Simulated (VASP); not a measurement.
Method: LDA (Ceperley-Alder, Perdew-Zunger), VASP's LDA PAW potentials (set 64) (plane waves; VASP).

A VASP calculation is set up with these files.

POSCAR:
```
FeSi
1.0
  4.3709344354   0.0000000000   0.0000000000
  0.0000000000   4.3709344354   0.0000000000
  0.0000000000   0.0000000000   4.3709344354
Fe Si
4 4
direct
  0.8628096343   0.6371903657   0.3628096343
  0.3628096343   0.8628096343   0.6371903657
  0.1371903657   0.1371903657   0.1371903657
  0.6371903657   0.3628096343   0.8628096343
  0.1590812183   0.3409187817   0.6590812183
  0.6590812183   0.1590812183   0.3409187817
  0.8409187817   0.8409187817   0.8409187817
  0.3409187817   0.6590812183   0.1590812183
```

**KPOINTS**
```
k-points along high-symmetry lines
12
Line-mode
Reciprocal
  0.000000   0.000000   0.000000 ! GAMMA
  0.000000   0.500000   0.000000 ! X

  0.000000   0.500000   0.000000 ! X
  0.500000   0.500000   0.000000 ! M

  0.500000   0.500000   0.000000 ! M
  0.000000   0.000000   0.000000 ! GAMMA

  0.000000   0.000000   0.000000 ! GAMMA
  0.500000   0.500000   0.500000 ! R

  0.500000   0.500000   0.500000 ! R
  0.000000   0.500000   0.000000 ! X

  0.500000   0.500000   0.500000 ! R
  0.500000   0.500000   0.000000 ! M

  0.500000   0.500000   0.000000 ! M
  0.500000   0.000000   0.000000 ! X_1
```

**INCAR**
```
ICHARG = 11
ISMEAR = 0
ALGO = Normal   ! blocked Davidson
SYSTEM = FeSi
LREAL = .False.
PREC = Accurate
LMAXMIX = 4
LORBIT = 11   ! lm-projected
LASPH = .True.   ! aspherical one-centre terms
ENCUT = 400
LWAVE = .False.
EDIFF = 1E-7
LCHARG = .False.
SIGMA = 0.05
NELM = 100   ! most electronic steps
```

POTCAR, in this order: Fe Si (LDA.64 set). Program: vasp_std. Read from the step before: CHGCAR.

Output

**OSZICAR**
```
       N       E                     dE             d eps       ncg     rms          rms(c)
DAV:   1     0.311328866776E+03    0.31133E+03   -0.17271E+04  4872   0.160E+03
DAV:   2    -0.381702968085E+02   -0.34950E+03   -0.33944E+03  4872   0.393E+02
DAV:   3    -0.654193286291E+02   -0.27249E+02   -0.24415E+02  6385   0.128E+02
DAV:   4    -0.666325001169E+02   -0.12132E+01   -0.11812E+01  6836   0.308E+01
DAV:   5    -0.666606765848E+02   -0.28176E-01   -0.28134E-01  7009   0.390E+00
DAV:   6    -0.666615450614E+02   -0.86848E-03   -0.86825E-03  7179   0.538E-01
DAV:   7    -0.666615646008E+02   -0.19539E-04   -0.19539E-04  7089   0.752E-02
DAV:   8    -0.666615651665E+02   -0.56574E-06   -0.56676E-06  5947   0.107E-02
DAV:   9    -0.666615651936E+02   -0.27023E-07   -0.27082E-07  3987   0.209E-03
   1 F= -.66661565E+02 E0= -.66661174E+02  d E =-.782256E-03
```

File OUTCAR:
```
 val. band max:       10.3440908995   @ k =   0.1364   0.1364   0.1364

 cond. band min:      10.4668059007   @ k =   0.2727   0.2727   0.0000



 k-point     1 :       0.0000    0.0000    0.0000
  band No.  band energies     occupation
      1      -3.2365      2.00000
      2       2.2701      2.00000
      3       2.2701      2.00000
      4       2.2701      2.00000
      5       5.1140      2.00000
      6       5.1140      2.00000
      7       5.1140      2.00000
      8       6.7107      2.00000
      9       6.7107      2.00000
     10       6.7107      2.00000
     11       7.2061      2.00000
     12       7.3952      2.00000
     13       7.3952      2.00000
     14       7.7297      2.00000
     15       7.7297      2.00000
     16       7.7297      2.00000
     17       8.3541      2.00000
     18       8.3541      2.00000
     19       8.3541      2.00000
     20      10.0566      2.00000
     21      10.0566      2.00000
     22      10.0566      2.00000
     23      10.3040      1.99914
     24      10.3040      1.99914
     25      11.0413      0.00000
     26      11.0413      0.00000
     27      11.0413      0.00000
     28      13.6518      0.00000
     29      13.6519      0.00000

 k-point     2 :       0.0000    0.0455    0.0000
  band No.  band energies     occupation
      1      -3.2205      2.00000
      2       2.0152      2.00000
      3       2.2790      2.00000
      4       2.4979      2.00000
      5       4.9181      2.00000
      6       5.1245      2.00000
      7       5.3231      2.00000
      8       6.4781      2.00000
      9       6.6616      2.00000
     10       6.9448      2.00000
     11       7.2100      2.00000
     12       7.3960      2.00000
     13       7.4180      2.00000
     14       7.7232      2.00000
     15       7.7353      2.00000
     16       7.7383      2.00000
     17       8.2781      2.00000
     18       8.3513      2.00000
     19       8.4407      2.00000
     20      10.0026      2.00000
...
```

The density is held fixed in this step, so its total energy and stress have no physical meaning.

The compound is FeSi in the B20 structure. It was relaxed first, which changed the volume by -8 %. The run is not spin-polarised, so no magnetic state was tried.
